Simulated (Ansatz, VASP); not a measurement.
# Cross-check of BN between VASP and Ansatz

Wanted: the spread between two codes on one cell, functional and k mesh. The cell is taken from a series of runs on this material, whose earlier steps may have relaxed, scaled, displaced or heated it; both programs get it as it stands.

Method: plane waves, with VASP 6.6.1 beside it; relaxation of cell and atoms at r2SCAN and zone-centre phonons at r2SCAN, in Ansatz 0.2.0.

**1. The starting structure**

Symmetry: F-43m, No. 216, cubic system. Conventional cell: a = 3.625 Å, b = 3.625 Å, c = 3.625 Å, α = 90.00°, β = 90.00°, γ = 90.00°. B has 4 N at 1.57 Å nearest. Nearest to N lie 4 B at 1.57 Å. Farther neighbours and most contacts between anions are not listed.

As a file:

```cif
data_structure
_symmetry_space_group_name_H-M 'F-43m'
_symmetry_Int_Tables_number 216
_cell_length_a 3.6247
_cell_length_b 3.6247
_cell_length_c 3.6247
_cell_angle_alpha 90.000
_cell_angle_beta 90.000
_cell_angle_gamma 90.000
_cell_volume 47.62
loop_
_atom_site_label
_atom_site_type_symbol
_atom_site_symmetry_multiplicity
_atom_site_Wyckoff_symbol
_atom_site_fract_x
_atom_site_fract_y
_atom_site_fract_z
_atom_site_occupancy
B1 B 4 a 0.00000 0.00000 0.00000 1
N1 N 4 c 0.25000 0.25000 0.25000 1
```

**2. Ansatz: relaxation of cell and atoms, r2SCAN**

Ansatz runs on its default PAW (the set named soft_2) files.

The relaxed volume is the usual yardstick between codes: in a stiff, nearly cubic crystal its relative difference is about their pressure difference at one cell divided by the bulk modulus.

Input file input.yaml:

```yaml
crystal:
  lattice:
    - [0.0, 1.8123739476, 1.8123739476]
    - [1.8123739476, 0.0, 1.8123739476]
    - [1.8123739476, 1.8123739476, 0.0]
  atoms:
    - { symbol: B, position: [0.0, 0.0, 0.0] }
    - { symbol: "N", position: [0.75, 0.75, 0.75] }
kpoints:
  mp_grid: { grid: [10, 10, 10] }
hamiltonian:
  xc: r2scan
scf:
  occupations: { method: fixed }
output:
  forces: true
  stress: true
  eigenvalues: true
relax:
  adjacent_minimum: "off"
  f_tol: 0.001
  max_steps: 60
  cell: { stress_tol: 0.01 }
```

The run is started by

```sh
$ ansatz run input.yaml --threads 4 --pin off --max-ram 15360MiB --backend cpu --events-out ev --progress --plain --runs-dir out
```

Numbers of over 12 decimals in the logs are rounded to 6 here.

Output:

```text
Engine: ansatz 0.2.0, x86_64-unknown-linux-gnu
Pseudopotentials: kind: paw
Pseudopotential: B, paw, valence charge 3, recommended cutoff 500 eV (meta_gga), B.paw.azcp
Pseudopotential: N, paw, valence charge 5, recommended cutoff 500 eV (meta_gga), N.paw.azcp
Functional definition: r2SCAN
  parameter k0 = 0.174
  parameter k1 = 0.065
  parameter a1 = 4.9479
  exchange = r2scan_x(k0 = k0, k1 = k1, a1 = a1)
  correlation = r2scan_c
Crystal: 2 atoms, lattice volume = 11.906 Å³
Basis set: ecut = 500 eV, 307 PW (Γ), exchange–correlation on 80×80×80 points (64 copies of the dense FFT grid, shifted against one another)
Bands: 8, of which v1, the nominal top of the filled ones, is band 4 counted from 1 (3 counted from 0)
Symmetry: 24 space group operations
Space group: F-43m (ITA 216), of the structure as read, at distance tolerance 2.3e-5 Å
k-points: 47 of 1000 (time reversal used)
Non-local potential: B, projectors of the file, l = 0: 2, l = 1: 2, l = 2: 1
Non-local potential: N, projectors of the file, l = 0: 2, l = 1: 2, l = 2: 1
PAW form: soft (Blöchl's): semilocal exchange-correlation on the pseudo side does not see the compensation charge
PAW frozen core: B, regenerated for the run's functional (the file was generated under x = pbe(κ = 0.804, μ = 0.219515), c = pbe(β = 0.066725))
PAW frozen core: N, regenerated for the run's functional (the file was generated under x = pbe(κ = 0.804, μ = 0.219515), c = pbe(β = 0.066725))
PAW one-centre angular grid: B, 302 points (default); XC on 160 Gauss nodes
PAW one-centre angular grid: N, 302 points (default); XC on 160 Gauss nodes
Initial density: superposition of atomic densities (neutral atoms: chi_scale 0, normalization atom), corrected by the library's trained network
Initial wavefunctions: pseudopotential atomic-orbital guess
Functional: x = r2scan, c = r2scan; τ floored in thin density (d = 2e-4 eV/Å³)
SCF iter   1: F=—  HF=-543.913787 eV  |F-HF|=—  |Δ(HF+E_count)|=         —  Δρ=1.18e-2  dr2=1.27e-2  dr2_τ=3.18e-1  ethr=1.77e-3  ⟨swp⟩=3.9  Hψ=2157  notcnv=0  defer=67
preconditioner: auto → none  [insulator: Δε(μ)=4.934 eV  Ē_g=21.195 eV  n_scr=0 (ndim 8)  ℏωp=30.4 eV  f_vac=0.000  ε∞_Penn≈3.1]
SCF iter   2: F=—  HF=-544.004113 eV  |F-HF|=—  |Δ(HF+E_count)|=   9.03e-2  Δρ=6.48e-3  dr2=1.82e-3  dr2_τ=2.44e-4  ethr=1.58e-4  ⟨swp⟩=2.0  Hψ=1045  notcnv=0  defer=84
SCF iter   3: F=—  HF=-544.004370 eV  |F-HF|=—  |Δ(HF+E_count)|=   2.57e-4  Δρ=1.71e-3  dr2=1.29e-4  dr2_τ=2.99e-5  ethr=2.27e-5  ⟨swp⟩=2.8  Hψ=554  notcnv=0  defer=87
SCF iter   4: F=—  HF=-544.004385 eV  |F-HF|=—  |Δ(HF+E_count)|=   1.57e-5  Δρ=1.72e-4  dr2=1.96e-6  dr2_τ=1.97e-7  ethr=1.61e-6  ⟨swp⟩=3.0  Hψ=644  notcnv=0  defer=87
SCF iter   5: F=—  HF=-544.004386 eV  |F-HF|=—  |Δ(HF+E_count)|=   3.43e-7  Δρ=6.62e-5  dr2=4.22e-7  dr2_τ=1.88e-8  ethr=2.44e-8  ⟨swp⟩=2.6  Hψ=564  notcnv=0
SCF iter   6: F=-544.004386 eV  HF=-544.004386 eV  |F-HF|=3.11e-9  |Δ(HF+E_count)|=   1.54e-8  Δρ=1.17e-5  dr2=1.21e-8  dr2_τ=2.84e-10  ethr=1.25e-9  ⟨swp⟩=5.8  Hψ=1933  notcnv=0
SCF 1 converged in 6 iterations: F = -544.004386 eV  dr2 = 1.21e-8
  greatest PAW one-centre occupation: 0.795 electrons in one spin orbital (limit 2), on the N atom at site 1 (counted from 0), in its partial waves of l = 0
relax step   1: F+E_penalty+E_count = -544.00438564 eV  Δ(F+E_penalty+E_count) = +0.000e0 eV  max|allowed force component| = 3.701e-16 eV/Å  Δτ_max = 0.0000 Å  P = -4.769 GPa  Ω = 11.906 Å³  (6 SCF iters, dr2 threshold 1.00e-7 eV, accepted)
[...]
relax step   2: F+E_penalty+E_count = -544.00625842 eV  Δ(F+E_penalty+E_count) = -1.873e-3 eV  max|allowed force component| = 1.035e-16 eV/Å  Δτ_max = 0.0000 Å  P = -1.990 GPa  Ω = 11.819 Å³  energy of the carried Pulay correction = +3.688e-5 eV  (4 SCF iters, dr2 threshold 2.00e-7 eV, accepted)
[...]
relax step   3: F+E_penalty+E_count = -544.00666304 eV  Δ(F+E_penalty+E_count) = -4.046e-4 eV  max|allowed force component| = 1.582e-16 eV/Å  Δτ_max = 0.0000 Å  P = +0.029 GPa  Ω = 11.758 Å³  energy of the carried Pulay correction = +6.313e-5 eV  (4 SCF iters, dr2 threshold 2.00e-7 eV, accepted)
[...]
relax step   4: F+E_penalty+E_count = -544.00666273 eV  Δ(F+E_penalty+E_count) = +3.042e-7 eV  max|allowed force component| = 1.712e-16 eV/Å  Δτ_max = 0.0000 Å  P = -0.002 GPa  Ω = 11.759 Å³  energy of the carried Pulay correction = +6.275e-5 eV  (3 SCF iters, dr2 threshold 2.17e-9 eV, accepted)
[...]
relax step   5: F+E_penalty+E_count = -544.00660530 eV  Δ(F+E_penalty+E_count) = +5.744e-5 eV  max|allowed force component| = 2.032e-16 eV/Å  Δτ_max = 0.0000 Å  P = -0.001 GPa  Ω = 11.759 Å³  stress off target by 9.90e-4 GPa  SCF on the basis re-selected at this cell (its energy is not comparable with the rows above)  (5 SCF iters)
basis re-selected at this cell: Δ(F+E_penalty+E_count) = +5.744e-5 eV, ΔP = +0.001 GPa vs the last step (what re-selecting the basis moved, of the pressure what is left beyond the Pulay correction that the steps carried, after the strain that the cell walked since its last selection, with what the two solves' SCF thresholds leave and, on support functions, any second-order correction that the steps lacked; it is no m [...]
SCF converged after 5 iterations
Free energy (F): -544.006605 eV
Harris-Foulkes:  -544.006605 eV  (|F-HF|=1.14e-13)
Internal energy: -544.006605 eV  (E = F + TS)
E sigma→0 (E₀):  -544.006605 eV
Fermi energy:    11.079391 eV
--- Per-component energies (eV) ---
  E_band       = 22.323203
  E_kinetic    = 186.165421
  E_local      = -174.778726  (includes V_loc(G=0)·N_el)
  E_nonlocal   = 55.886159
  E_hartree    = 49.523056
  E_xc         = -92.365957
  E_vxc        = -127.839941  (∫ρ·V_xc dr)
  E_paw        = -209.481549  (= ΣΔE_a)
  E_vpaw       = -23.156340  (= ΣTr[D̂ρ^β])
  E_aug_tail   = 0.000018  (compensation charges beyond the density's cutoff)
  E_vtau       = 7.000501  (kinetic-family band-sum trace: ∫τ·v_τ [+ j·A + Jᵃ·Aᵃ] dr)
  E_ewald      = -358.907020
  E_core_change = -0.048007  (= ΣΔE_core)
  E_smearing   = -0.000000  (= −TS)
  E_closure    = 0.000000  (closes the sum)
  Σ components = -544.006605   (vs F -544.006605, Δ=0.00e0)
--- Forces (eV/Å), atoms counted from 1 ---
  atom   1  B     -0.00000000     0.00000000     0.00000000
  atom   2  N      0.00000000     0.00000000    -0.00000000
  max |Σ_I F_I| component: 3.71e-16 eV/Å
--- Stress (GPa, compression-positive) ---
       -0.000990       0.000000       0.000000
        0.000000      -0.000990       0.000000
        0.000000       0.000000      -0.000990
  P = ⅓ Tr σ = -0.0010 GPa (-0.010 kbar)
--- Band table (eV; the first three rows and the last of 47) ---
  k-point 0: bands = ["-10.2595", "11.0794", "11.0794", "11.0794", "20.6662", "20.6662", "20.6662", "22.1735"]
  k-point 1: bands = ["-10.0072", "9.7510", "10.8171", "10.8171", "20.9439", "21.0699", "21.0699", "23.0208"]
  k-point 2: bands = ["-9.2655", "6.9080", "10.2246", "10.2246", "21.2968", "21.9053", "21.9053", "24.8268"]
  k-point 46: bands = ["-4.2582", "2.7829", "4.2199", "4.5101", "20.5665", "24.9659", "26.2753", "28.2359"]
--- Relaxed structure (4 steps of the walk, 4 accepted, 1 SCFs on fresh bases) ---
  F+E_penalty+E_count = -544.00660530 eV   max|allowed force component| = 2.032e-16 eV/Å   (the final SCF, on the basis selected at the relaxed cell)
  cell:  # Å, volume = 11.7589 Å³
    - [0, 1.804869, 1.804869]
    - [1.804869, 0, 1.804869]
    - [1.804869, 1.804869, 0]
  atoms:
    - { symbol: B, position: [0, 0, 0] }
    - { symbol: N, position: [0.750000, 0.750000, 0.750000] }
```

**3. VASP: relaxation of cell and atoms, r2SCAN**

The same cell, functional and mesh now go to VASP, with its own data sets.

Lines of VASP's logs that name or quote its potential files are left out, and so is its time.

Input file INCAR:

```
SYSTEM = BN
PREC = Accurate
ENCUT = 660
EDIFF = 1E-07
NELM = 120
ISMEAR = 0
SIGMA = 0.01
LREAL = .FALSE.
ALGO = Normal
METAGGA = R2SCAN
LASPH = .TRUE.
NBANDS = 10
LORBIT = 11
LWAVE = .FALSE.
LCHARG = .FALSE.
ISIF = 3
IBRION = 2
NSW = 80
EDIFFG = -0.005
GGA_COMPAT = .FALSE.
NELMIN = 4
EFERMI = MIDGAP
LMIXTAU = .TRUE.
KPAR = 2
```

Input file POSCAR:

```
BN
1.0
    0.0000000000      1.8123740000      1.8123740000
    1.8123740000      0.0000000000      1.8123740000
    1.8123740000      1.8123740000      0.0000000000
B N
1 1
Direct
    0.0000000000      0.0000000000      0.0000000000
    0.7500000000      0.7500000000      0.7500000000
```

Input file KPOINTS:

```
Automatic mesh
0
Gamma
10 10 10
0 0 0
```

Potentials, in the order of the species: B and N (PBE family, release 64).

The run is started by

```sh
$ mpirun -np 2 vasp_std
```

Output:

```text
[banner, memory and clock lines left out]
running    2 mpi-ranks, on    1 nodes
 distrk:  each k-point on    1 cores,    2 groups
 distr:  one band on    1 cores,    1 groups

 POSCAR found type information on POSCAR B N
 POSCAR found :  2 types and       2 ions
|                                                                             |
|               ----> ADVICE to this user running VASP <----                  |
|                                                                             |
|     You enforced a specific xc type in the INCAR file but a different       |
|     [... a line on the potential file left out ...]
|     I HOPE YOU KNOW WHAT YOU ARE DOING!                                     |
|                                                                             |

 LDA part: xc-table for (None), standard interpolation
 POSCAR, INCAR and KPOINTS ok, starting setup
 FFT: planning ... GRIDC
 FFT: planning ... GRID_SOFT
 FFT: planning ... GRID
 WAVECAR not read
 entering main loop
       N       E                     dE             d eps       ncg     rms          rms(c)
DAV:   1     0.145596810436E+02    0.14560E+02   -0.58115E+03   956   0.980E+02
DAV:   2    -0.216905426147E+02   -0.36250E+02   -0.34892E+02  1148   0.224E+02
DAV:   3    -0.224085876062E+02   -0.71804E+00   -0.71585E+00  1142   0.265E+01
DAV:   4    -0.224098174434E+02   -0.12298E-02   -0.12298E-02  1052   0.112E+00
DAV:   5    -0.224098189326E+02   -0.14892E-05   -0.14892E-05  1080   0.418E-02    0.656E+00
DAV:   6    -0.189096237034E+02    0.35002E+01   -0.16256E+00  1024   0.940E+00    0.396E+00
DAV:   7    -0.194358388555E+02   -0.52622E+00   -0.10190E+00   940   0.755E+00    0.163E+00
DAV:   8    -0.181425252929E+02    0.12933E+01   -0.88361E-01   940   0.673E+00    0.177E+00
DAV:   9    -0.191700463197E+02   -0.10275E+01   -0.20668E-01   976   0.422E+00    0.421E-01
DAV:  10    -0.191758836320E+02   -0.58373E-02   -0.49888E-02   964   0.176E+00    0.161E-01
DAV:  11    -0.191707861955E+02    0.50974E-02   -0.47793E-03   946   0.914E-01    0.768E-02
DAV:  12    -0.191739343251E+02   -0.31481E-02   -0.16887E-03   964   0.420E-01    0.285E-02
DAV:  13    -0.191737605559E+02    0.17377E-03   -0.57255E-05  1070   0.733E-02    0.127E-02
DAV:  14    -0.191737917479E+02   -0.31192E-04   -0.71338E-06  1000   0.297E-02    0.959E-03
DAV:  15    -0.191738050469E+02   -0.13299E-04   -0.31090E-06   998   0.235E-02    0.240E-03
DAV:  16    -0.191738076305E+02   -0.25837E-05   -0.78712E-07  1018   0.960E-03    0.125E-03
DAV:  17    -0.191738069792E+02    0.65126E-06   -0.15813E-07   672   0.381E-03    0.867E-04
DAV:  18    -0.191738074932E+02   -0.51391E-06   -0.57289E-08   526   0.299E-03    0.333E-04
DAV:  19    -0.191738074082E+02    0.84952E-07   -0.44253E-09   510   0.660E-04
   1 F= -.19173807E+02 E0= -.19173807E+02  d E =-.191738E+02
 curvature:   0.00 expect dE= 0.000E+00 dE for cont linesearch  0.000E+00
 trial: gam= 0.00000 g(F)=  0.685E-48 g(S)=  0.529E-02 ort = 0.000E+00 (trialstep = 0.100E+01)
 search vector abs. value=  0.529E-02
 bond charge predicted
       N       E                     dE             d eps       ncg     rms          rms(c)
DAV:   1    -0.191787446021E+02   -0.49371E-02   -0.18005E-01   996   0.372E+00    0.550E-01
DAV:   2    -0.191731131968E+02    0.56314E-02   -0.26743E-02  1120   0.126E+00    0.166E-01
DAV:   3    -0.191734170678E+02   -0.30387E-03   -0.14622E-03   952   0.394E-01    0.644E-02
DAV:   4    -0.191732619978E+02    0.15507E-03   -0.71660E-04   940   0.231E-01    0.281E-02
DAV:   5    -0.191735750898E+02   -0.31309E-03   -0.35035E-04   944   0.178E-01    0.982E-03
DAV:   6    -0.191736058500E+02   -0.30760E-04   -0.17208E-05  1022   0.520E-02    0.585E-03
DAV:   7    -0.191736029358E+02    0.29142E-05   -0.28236E-06   974   0.190E-02    0.281E-03
DAV:   8    -0.191736050388E+02   -0.21030E-05   -0.11050E-06   980   0.896E-03    0.516E-04
DAV:   9    -0.191736047787E+02    0.26008E-06   -0.90073E-08   590   0.278E-03    0.156E-04
DAV:  10    -0.191736049918E+02   -0.21308E-06   -0.64658E-09   500   0.119E-03    0.924E-05
DAV:  11    -0.191736049634E+02    0.28421E-07   -0.48988E-10   490   0.260E-04
   2 F= -.19173605E+02 E0= -.19173605E+02  d E =0.202445E-03
 trial-energy change:    0.000202  1 .order    0.000246   -0.005285    0.005778
 step:   0.4837(harm=  0.4777)  dis= 0.00000  next Energy=   -19.175091 (dE=-0.128E-02)
 bond charge predicted
       N       E                     dE             d eps       ncg     rms          rms(c)
DAV:   1    -0.191764406094E+02   -0.28356E-02   -0.47820E-02   996   0.190E+00    0.284E-01
DAV:   2    -0.191749325685E+02    0.15080E-02   -0.72726E-03  1106   0.653E-01    0.846E-02
DAV:   3    -0.191750583399E+02   -0.12577E-03   -0.39573E-04   948   0.204E-01    0.333E-02
DAV:   4    -0.191749829360E+02    0.75404E-04   -0.19651E-04   946   0.121E-01    0.145E-02
DAV:   5    -0.191750959763E+02   -0.11304E-03   -0.94322E-05   942   0.924E-02    0.496E-03
DAV:   6    -0.191750909352E+02    0.50411E-05   -0.41651E-06  1018   0.263E-02    0.298E-03
DAV:   7    -0.191750954535E+02   -0.45182E-05   -0.78092E-07   974   0.997E-03    0.138E-03
DAV:   8    -0.191750955431E+02   -0.89597E-07   -0.27270E-07   952   0.446E-03
   3 F= -.19175096E+02 E0= -.19175096E+02  d E =-.128813E-02
 curvature:  -0.24 expect dE=-0.397E-08 dE for cont linesearch -0.397E-08
 trial: gam= 0.00000 g(F)=  0.989E-48 g(S)=  0.166E-07 ort =-0.937E-05 (trialstep = 0.897E+00)
 search vector abs. value=  0.167E-07
 reached required accuracy - stopping structural energy minimisation
```

OUTCAR, selected parts (step 3):

```text
ion  position               nearest neighbor table
   1  0.000  0.000  0.000-   2 1.57   2 1.57   2 1.57   2 1.57
   2  0.750  0.750  0.750-   1 1.57   1 1.57   1 1.57   1 1.57

  LATTYP: Found a face centered cubic cell.
 ALAT       =     3.6247480000

 Subroutine GETGRP returns: Found 24 space group operations
 (whereof 24 operations were pure point group operations)

The static configuration has the point symmetry T_d .

 Found     47 irreducible k-points:

   k-points           NKPTS =     47   k-points in BZ     NKDIM =     47   number of bands    NBANDS=     10

   dimension x,y,z NGX =    24 NGY =   24 NGZ =   24
   dimension x,y,z NGXF=    48 NGYF=   48 NGZF=   48

   ENCUT  =  660.0 eV  48.51 Ry    6.96 a.u.   5.37  5.37  5.37*2*pi/ulx,y,z

   NELECT =       8.0000    total number of electrons

 k-points in reciprocal lattice and weights: Automatic mesh
   0.00000000  0.00000000  0.00000000       0.001
   0.10000000  0.00000000  0.00000000       0.008
   0.20000000  0.00000000  0.00000000       0.008
   0.30000000  0.00000000  0.00000000       0.008
   0.40000000  0.00000000  0.00000000       0.008
   0.50000000  0.00000000  0.00000000       0.004
   0.10000000  0.10000000  0.00000000       0.006
   0.20000000  0.10000000  0.00000000       0.024
   0.30000000  0.10000000  0.00000000       0.024
[...]
-0.30000000  0.40000000  0.20000000       0.024
  -0.30000000  0.50000000  0.20000000       0.012

 average (electrostatic) potential at core
       1 -25.9501       2 -63.2586

 E-fermi :   9.7480

 k-point     1 :       0.0000    0.0000    0.0000
  band No.  band energies     occupation
      1     -14.0483      2.00000
      2       7.2589      2.00000
      3       7.2589      2.00000
      4       7.2589      2.00000
      5      16.7918      0.00000
      6      16.7918      0.00000
      7      16.7918      0.00000
      8      18.3464      0.00000
      9      33.4199      0.00000
    ...

 k-point     2 :       0.1000    0.0000    0.0000
  band No.  band energies     occupation
      1     -13.7965      2.00000
      2       5.9314      2.00000
      3       6.9965      2.00000
      4       6.9965      2.00000
      5      17.0809      0.00000
      6      17.1955      0.00000
      7      17.1955      0.00000
      8      19.1815      0.00000
      9      33.1280      0.00000
    ...

 k-point     3 :       0.2000    0.0000    0.0000
  band No.  band energies     occupation
      1     -13.0565      2.00000
      2       3.0924      2.00000
      3       6.4046      2.00000
      4       6.4046      2.00000
      5      17.4441      0.00000
      6      18.0302      0.00000
      7      18.0302      0.00000
      8      20.9746      0.00000
      9      31.9822      0.00000
    ...

  Total        0.0004791      0.0004791      0.0004791     -0.0000000     -0.0000000      0.0000000
  in kB        0.0650816      0.0650816      0.0650816     -0.0000000     -0.0000000      0.0000000
  external PRESSURE =       0.0650816 kB  Pullay stress =       0.0000000 kB

  energy-cutoff  :      660.00
  volume of cell :       11.79
      direct lattice vectors                 reciprocal lattice vectors
     0.000000000  1.806659474  1.806659474    -0.276753869  0.276753869  0.276753869
     1.806659474  0.000000000  1.806659474     0.276753869 -0.276753869  0.276753869
     1.806659474  1.806659474  0.000000000     0.276753869  0.276753869 -0.276753869

 POSITION                                       TOTAL-FORCE (eV/Angst)
 -----------------------------------------------------------------------------------
      0.00000      0.00000      0.00000         0.000000     -0.000000      0.000000
      2.70999      2.70999      2.70999        -0.000000      0.000000     -0.000000
 -----------------------------------------------------------------------------------
    total drift:                               -0.000000     -0.000000     -0.000000

  FREE ENERGIE OF THE ION-ELECTRON SYSTEM (eV)
  ---------------------------------------------------
  free  energy   TOTEN  =       -19.1750955431 eV

  energy  without entropy=      -19.1750955431  energy(sigma->0) =      -19.17509554

 reached required accuracy - stopping structural energy minimisation

 total charge
# of ion       s       p       d       tot
------------------------------------------
    1        0.681   1.339   0.000   2.020
    2        1.225   2.786   0.000   4.011
--------------------------------------------------
tot          1.906   4.125   0.000   6.031

[... 3 further parts left out ...]
```

CONTCAR:

```
BN
   1.00000000000000
     0.0000000000000000    1.8066594737292483    1.8066594737292483
     1.8066594737292483    0.0000000000000000    1.8066594737292483
     1.8066594737292483    1.8066594737292483    0.0000000000000000
  B               N
     1     1
Direct
     0.0000000000000000    0.0000000000000000    0.0000000000000000
     0.7500000000000000    0.7500000000000000    0.7500000000000000
```

The run keeps the 24 symmetry operations of its start, so it cannot find a distortion of lower symmetry.

**4. Side by side**

Known differences besides the potentials themselves: VASP keeps PBE cores, Ansatz makes them for the functional; fixed occupations in Ansatz, narrow Gaussian smearing in VASP; the cutoff is 500 eV in Ansatz and 660 eV in VASP; Ansatz adds a Pulay correction to the stress that steers its cell, VASP none. Total energies have different zeros and are not compared.

Both answers:

```
                                         quantity  Ansatz   VASP  difference
                                      volume (Å³)   11.76  11.79     -0.30 %
edge a after relaxation, in the typed setting (Å)   2.553  2.555     -0.10 %
```

(Part 1 of 2 ends here.)

[Lines on the potential files, build, host, timing and source positions are cut from VASP's logs without a mark.]

[Logs are printed without paths, hosts, clocks, repeated set-up lines and the standing remarks that a program may print on its own settings, such as how far it seeks lower states.]

[Hosts, paths, dates, database ids (printed as entryN), source tags and the programs' standing remarks are cut or masked in the printed files.]
